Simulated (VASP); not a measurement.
Wanted: the native input for a VASP 6.6.1 run.

```yaml
Task: band structure
Functional: PBE
Potentials_or_basis: VASP PAW PBE potentials, release 64 (Si, Au)
Cutoff: 600 eV
k_mesh: 5 × 5 × 5
Occupations: fermi-dirac, width 0.05 eV
Spin: no spin polarisation
Further_INCAR_settings: ALGO = Normal; EDIFF = 1e-06
```

Si3Au:

```
Si Au
1.0
     0.00000    3.20399    3.20399
     3.20399    0.00000    3.20399
     3.20399    3.20399    0.00000
Si Au
3 1
Cartesian
  3.2040 3.2040 3.2040
  1.6020 1.6020 1.6020
  4.8060 4.8060 4.8060
  0.0000 0.0000 0.0000
```

The cell was built by a generator and needn't be a form met in nature.

One way to write it, as run:

POSCAR

```
Si3Au
1.0
    0.0000000000      3.2039900000      3.2039900000
    3.2039900000      0.0000000000      3.2039900000
    3.2039900000      3.2039900000      0.0000000000
Si Au
3 1
Direct
    0.5000000000      0.5000000000      0.5000000000
    0.2500000000      0.2500000000      0.2500000000
    0.7500000000      0.7500000000      0.7500000000
    0.0000000000      0.0000000000      0.0000000000
```

INCAR.step1

```
  ALGO = Normal
  EDIFF = 1E-6
  ENCUT = 600
  GGA = PE
  ISIF = 2
  ISMEAR = -1
  LASPH = True
  LCHARG = True
  LMAXMIX = 4
  LREAL = False
  LWAVE = False
  NELM = 60
  PREC = Accurate
  SIGMA = 0.05
```

KPOINTS.step1

```
k-points
0
Gamma
  5 5 5
```

INCAR.step2

```
  ALGO = Normal
  EDIFF = 1E-6
  ENCUT = 600
  GGA = PE
  ICHARG = 11
  ISIF = 2
  ISMEAR = 0
  LASPH = True
  LCHARG = False
  LMAXMIX = 4
  LREAL = False
  LWAVE = False
  NELM = 60
  PREC = Accurate
  SIGMA = 0.05
```

KPOINTS.step2

```
path GXWKGLUWLK,UX
20
line-mode
reciprocal
 0.0000000000  0.0000000000  0.0000000000  G
 0.5000000000  0.0000000000  0.5000000000  X

 0.5000000000  0.0000000000  0.5000000000  X
 0.5000000000  0.2500000000  0.7500000000  W

 0.5000000000  0.2500000000  0.7500000000  W
 0.3750000000  0.3750000000  0.7500000000  K

 0.3750000000  0.3750000000  0.7500000000  K
 0.0000000000  0.0000000000  0.0000000000  G

 0.0000000000  0.0000000000  0.0000000000  G
 0.5000000000  0.5000000000  0.5000000000  L

 0.5000000000  0.5000000000  0.5000000000  L
 0.6250000000  0.2500000000  0.6250000000  U

 0.6250000000  0.2500000000  0.6250000000  U
 0.5000000000  0.2500000000  0.7500000000  W

 0.5000000000  0.2500000000  0.7500000000  W
 0.5000000000  0.5000000000  0.5000000000  L

 0.5000000000  0.5000000000  0.5000000000  L
 0.3750000000  0.3750000000  0.7500000000  K

 0.6250000000  0.2500000000  0.6250000000  U
 0.5000000000  0.0000000000  0.5000000000  X
```

Potentials or basis: VASP PAW PBE potentials, release 64 (Si, Au).

Command:

```bash
$ cat potpaw_PBE.64/Si/POTCAR potpaw_PBE.64/Au/POTCAR > POTCAR
$ cp INCAR.step1 INCAR
$ cp KPOINTS.step1 KPOINTS
$ mpirun -np 1 vasp_std > vasp.out
$ cp INCAR.step2 INCAR
$ cp KPOINTS.step2 KPOINTS
$ mpirun -np 1 vasp_std > vasp.out
```

It gave:

| Item | Value |
| --- | --- |
| Band gap along the path | none (metal or under the smearing width) |

Caveat: the log is that of the step along the path at fixed density, whose energy, stress, charges and moments have no meaning; spin-orbit coupling is left out, which moves the levels of the heavy elements.

It took 2.2 min on 1 thread of Intel(R) Xeon(R) Platinum 8559C (Emerald Rapids) (shared host), peak memory 0.36 GiB.
